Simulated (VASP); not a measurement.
Calculation: MS2 meta-GGA, VASP's PBE PAW potentials (set 64) (plane waves; VASP 6.6.1).

VASP input:

KPOINTS:
```
Automatic mesh
0
Gamma
14 14 8
0 0 0
```

**POSCAR**
```
Re
1.0
  1.3800000000  -2.3902300000   0.0000000000
  1.3800000000   2.3902300000   0.0000000000
  0.0000000000   0.0000000000   4.4600000000
Re
2
Direct
  0.3333330000   0.6666670000   0.2500000000
  0.6666670000   0.3333330000   0.7500000000
```

### INCAR
```
SYSTEM = Re
PREC = Accurate; ENCUT = 520; LREAL = F
LASPH = T
EDIFF = 1E-6; NELM = 100; ALGO = Normal
LMAXMIX = 6; LMIXTAU = T
ISMEAR = 1; SIGMA = 0.1
METAGGA = MS2
IBRION = 2; NSW = 60; ISIF = 3
EDIFFG = -0.01
LWAVE = F; LCHARG = F
```

POTCAR, in this order: Re (PBE.64 set). Program: vasp_std.

The run wrote:

OUTCAR:
```
 ion  position               nearest neighbor table
   1  0.333  0.667  0.250-   2 2.74   2 2.74   2 2.74   2 2.74   2 2.74   2 2.74
   2  0.667  0.333  0.750-   1 2.74   1 2.74   1 2.74   1 2.74   1 2.74   1 2.74
  LATTYP: Found a hexagonal cell.
 ALAT       =     2.7599999009
 C/A-ratio  =     1.6159420870
 Subroutine PRICEL returns:
 Original cell was already a primitive cell.
 Subroutine GETGRP returns: Found 24 space group operations
The static configuration has the point symmetry D_3d.
 The point group associated with its full space group is D_6h.
The dynamic configuration has the point symmetry D_3d.
 Subroutine INISYM returns: Found 24 space group operations
 Subroutine IBZKPT returns following result:
 Found    120 irreducible k-points:

 Following reciprocal coordinates:
            Coordinates               Weight
  0.000000  0.000000  0.000000      1.000000
  0.071429  0.000000  0.000000      6.000000
  0.142857 -0.000000  0.000000      6.000000
  0.214286  0.000000  0.000000      6.000000
  0.285714 -0.000000  0.000000      6.000000
  0.357143 -0.000000  0.000000      6.000000
  0.428571  0.000000  0.000000      6.000000
  0.500000 -0.000000  0.000000      3.000000
  0.071429  0.071429  0.000000      6.000000
  0.142857  0.071429  0.000000     12.000000
  0.214286  0.071429  0.000000     12.000000
  0.285714  0.071429  0.000000     12.000000
  0.357143  0.071429  0.000000     12.000000
  0.428571  0.071429  0.000000     12.000000
  0.142857  0.142857  0.000000      6.000000
  0.214286  0.142857  0.000000     12.000000
  0.285714  0.142857  0.000000     12.000000
  0.357143  0.142857  0.000000     12.000000
  0.428571  0.142857  0.000000      6.000000
  0.214286  0.214286  0.000000      6.000000
  0.285714  0.214286  0.000000     12.000000
  0.357143  0.214286  0.000000     12.000000
...
```

File OSZICAR:
```
       N       E                     dE             d eps       ncg     rms          rms(c)
DAV:   1     0.780298976516E+02    0.78030E+02   -0.73061E+03  4578   0.167E+03
DAV:   2     0.245860189796E+02   -0.53444E+02   -0.44635E+02  4145   0.328E+02
DAV:   3     0.171226664293E+02   -0.74634E+01   -0.60858E+01  4382   0.299E+02
DAV:   4     0.167178368999E+02   -0.40483E+00   -0.36073E+00  4903   0.327E+01
DAV:   5     0.167027028255E+02   -0.15134E-01   -0.14232E-01  4651   0.384E+00    0.388E+01
DAV:   6     0.879459183127E+01   -0.79081E+01   -0.21177E+00  4386   0.162E+01    0.238E+01
DAV:   7     0.925847450230E+01    0.46388E+00   -0.21947E+00  5092   0.379E+01    0.891E+00
DAV:   8     0.925753460247E+01   -0.93990E-03   -0.10300E-01  4731   0.383E+00    0.220E+00
DAV:   9     0.924237545259E+01   -0.15159E-01   -0.37438E-02  4747   0.705E+00    0.719E-01
DAV:  10     0.924583036604E+01    0.34549E-02   -0.20371E-02  4956   0.471E+00    0.582E-01
DAV:  11     0.925007776667E+01    0.42474E-02   -0.14240E-03  4991   0.110E+00    0.876E-02
DAV:  12     0.925000571044E+01   -0.72056E-04   -0.58571E-04  4937   0.394E-01    0.595E-02
DAV:  13     0.925033098437E+01    0.32527E-03   -0.34720E-04  4861   0.293E-01    0.555E-02
DAV:  14     0.925038939916E+01    0.58415E-04   -0.29398E-05  4750   0.801E-02    0.201E-02
DAV:  15     0.925038942107E+01    0.21902E-07   -0.24986E-07  2073   0.272E-02
   1 F= 0.92503894E+01 E0= 0.92501198E+01  d E =0.925039E+01
       N       E                     dE             d eps       ncg     rms          rms(c)
DAV:   1     0.924408741535E+01   -0.63020E-02   -0.33699E+01  2640   0.397E+02    0.191E+01
DAV:   2     0.938632736685E+01    0.14224E+00   -0.28038E-01  4512   0.168E+01    0.690E+00
DAV:   3     0.944409802496E+01    0.57771E-01   -0.12188E-01  4350   0.126E+01    0.943E-01
DAV:   4     0.944414404039E+01    0.46015E-04   -0.24826E-03  5088   0.105E+00    0.402E-01
DAV:   5     0.944388325511E+01   -0.26079E-03   -0.17992E-03  4928   0.138E+00    0.146E-01
DAV:   6     0.944419150116E+01    0.30825E-03   -0.42660E-04  4517   0.275E-01    0.494E-02
DAV:   7     0.944432009485E+01    0.12859E-03   -0.96101E-05  4131   0.161E-01    0.751E-03
DAV:   8     0.944434110306E+01    0.21008E-04   -0.19655E-06  2322   0.553E-02    0.882E-03
DAV:   9     0.944434089497E+01   -0.20809E-06   -0.74174E-07  1821   0.360E-02
   2 F= 0.94443409E+01 E0= 0.94441920E+01  d E =0.193951E+00
       N       E                     dE             d eps       ncg     rms          rms(c)
DAV:   1     0.911285707595E+01   -0.33148E+00   -0.14287E+01  3256   0.225E+02    0.141E+01
DAV:   2     0.920582890591E+01    0.92972E-01   -0.16891E-01  4226   0.145E+01    0.575E+00
DAV:   3     0.924047652618E+01    0.34648E-01   -0.94468E-02  4430   0.107E+01    0.717E-01
DAV:   4     0.924007106759E+01   -0.40546E-03   -0.12055E-03  4373   0.459E-01    0.688E-02
DAV:   5     0.923981680755E+01   -0.25426E-03   -0.10779E-03  4901   0.970E-01    0.144E-01
DAV:   6     0.924021404651E+01    0.39724E-03   -0.14896E-04  4412   0.150E-01    0.460E-02
DAV:   7     0.924018607553E+01   -0.27971E-04   -0.18921E-05  4199   0.967E-02    0.515E-03
DAV:   8     0.924020121213E+01    0.15137E-04   -0.13408E-06  1855   0.608E-02    0.890E-03
DAV:   9     0.924019840265E+01   -0.28095E-05   -0.11105E-06  1695   0.196E-02    0.637E-03
DAV:  10     0.924019677196E+01   -0.16307E-05   -0.49054E-07  1671   0.456E-02    0.243E-03
DAV:  11     0.924020511269E+01    0.83407E-05   -0.35567E-06  2685   0.211E-02    0.366E-03
DAV:  12     0.924020436549E+01   -0.74720E-06   -0.35626E-07  1581   0.309E-02
   3 F= 0.92402044E+01 E0= 0.92399109E+01  d E =-.101851E-01
       N       E                     dE             d eps       ncg     rms          rms(c)
DAV:   1     0.924018325158E+01   -0.21861E-04   -0.10154E-03  2687   0.201E+00    0.107E-01
DAV:   2     0.924018788123E+01    0.46296E-05   -0.14258E-05  4179   0.134E-01    0.390E-02
DAV:   3     0.924019019384E+01    0.23126E-05   -0.17391E-06  1477   0.829E-02    0.118E-02
DAV:   4     0.924018930760E+01   -0.88624E-06   -0.53022E-06  2810   0.167E-02
   4 F= 0.92401893E+01 E0= 0.92398953E+01  d E =-.102001E-01
       N       E                     dE             d eps       ncg     rms          rms(c)
DAV:   1     0.924018985192E+01   -0.34192E-06   -0.37157E-04  2684   0.122E+00    0.653E-02
DAV:   2     0.924019122716E+01    0.13752E-05   -0.27240E-06  2338   0.767E-02    0.223E-02
DAV:   3     0.924019179281E+01    0.56565E-06   -0.89761E-07  1445   0.437E-02
   5 F= 0.92401918E+01 E0= 0.92398975E+01  d E =-.101976E-01
       N       E                     dE             d eps       ncg     rms          rms(c)
DAV:   1     0.924004529225E+01   -0.14593E-03   -0.12194E-02  4006   0.410E+00    0.634E-02
DAV:   2     0.924014402684E+01    0.98735E-04   -0.13732E-04  4834   0.157E-01    0.322E-02
DAV:   3     0.924018055634E+01    0.36529E-04   -0.10162E-04  4943   0.144E-01    0.653E-03
DAV:   4     0.924018297104E+01    0.24147E-05   -0.65958E-06  3320   0.402E-02    0.227E-03
DAV:   5     0.924018413196E+01    0.11609E-05   -0.97682E-07  1561   0.368E-02    0.350E-03
DAV:   6     0.924018434334E+01    0.21138E-06   -0.30831E-07  1518   0.243E-02
   6 F= 0.92401843E+01 E0= 0.92398784E+01  d E =-.744947E-05
       N       E                     dE             d eps       ncg     rms          rms(c)
DAV:   1     0.924013224713E+01   -0.51885E-04   -0.25663E-03  3990   0.189E+00    0.291E-02
DAV:   2     0.924015263620E+01    0.20389E-04   -0.28751E-05  4795   0.711E-02    0.148E-02
DAV:   3     0.924016080668E+01    0.81705E-05   -0.19489E-05  3919   0.672E-02    0.394E-03
DAV:   4     0.924016087261E+01    0.65931E-07   -0.10609E-06  1591   0.317E-02
   7 F= 0.92401609E+01 E0= 0.92398591E+01  d E =-.309202E-04
       N       E                     dE             d eps       ncg     rms          rms(c)
DAV:   1     0.924015289159E+01   -0.79151E-05   -0.44186E-03  2879   0.417E+00    0.222E-01
DAV:   2     0.924017755831E+01    0.24667E-04   -0.53764E-05  4303   0.263E-01    0.833E-02
DAV:   3     0.924018897929E+01    0.11421E-04   -0.23487E-05  4127   0.170E-01    0.123E-02
DAV:   4     0.924018956841E+01    0.58912E-06   -0.12090E-07  1374   0.779E-03
   8 F= 0.92401896E+01 E0= 0.92398876E+01  d E =0.286958E-04
       N       E                     dE             d eps       ncg     rms          rms(c)
DAV:   1     0.924014077042E+01   -0.48209E-04   -0.28713E-03  2911   0.336E+00    0.176E-01
DAV:   2     0.924015469296E+01    0.13923E-04   -0.35497E-05  4396   0.207E-01    0.658E-02
DAV:   3     0.924015984460E+01    0.51516E-05   -0.15964E-05  3522   0.135E-01    0.100E-02
DAV:   4     0.924015980132E+01   -0.43279E-07   -0.15980E-07  1377   0.626E-03
   9 F= 0.92401598E+01 E0= 0.92398581E+01  d E =-.107129E-05
```

### OUTCAR
```
------------------------ aborting loop because EDIFF is reached ----------------------------------------
  FORCE on cell =-STRESS in cart. coord.  units (eV):
  Direction    XX          YY          ZZ          XY          YZ          ZX
  --------------------------------------------------------------------------------------
  Total        0.0042405      0.0042405     -0.0018160      0.0000000      0.0000000      0.0000000
  in kB        0.2347959      0.2347959     -0.1005496      0.0000000      0.0000000      0.0000000
  external PRESSURE =       0.1230140 kB  Pullay stress =       0.0000000 kB
  volume of cell :       28.94
      direct lattice vectors                 reciprocal lattice vectors
     1.371601305 -2.375683035 -0.000000000     0.364537419 -0.210465787 -0.000000000
     1.371601305  2.375683035  0.000000000     0.364537419  0.210465787 -0.000000000
     0.000000000  0.000000000  4.440128380     0.000000000 -0.000000000  0.225218713
 POSITION                                       TOTAL-FORCE (eV/Angst)
 -----------------------------------------------------------------------------------
      1.37160      0.79190      1.11003        -0.000000     -0.000000      0.000000
      1.37160     -0.79190      3.33010         0.000000      0.000000      0.000000
 -----------------------------------------------------------------------------------
    total drift:                               -0.000000      0.000007     -0.000016
  FREE ENERGIE OF THE ION-ELECTRON SYSTEM (eV)
  ---------------------------------------------------
  free  energy   TOTEN  =         9.2401598013 eV

  energy  without entropy=        9.2392547753  energy(sigma->0) =        9.23985813

 reached required accuracy - stopping structural energy minimisation
```
(Selected blocks of OUTCAR.)

**CONTCAR**
```
Re
   1.00000000000000
     1.3716013047975191   -2.3756830352808698   -0.0000000000000000
     1.3716013047975191    2.3756830352808698    0.0000000000000000
     0.0000000000000000    0.0000000000000000    4.4401283796419468
  Re
     2
Direct
     0.3333330000000032    0.6666669999999968    0.2500000000000000
     0.6666669999999968    0.3333330000000032    0.7500000000000000
```

The compound is Re in the hcp structure. This run relaxes it. Symmetry was kept, so distortions that lower it aren't found.
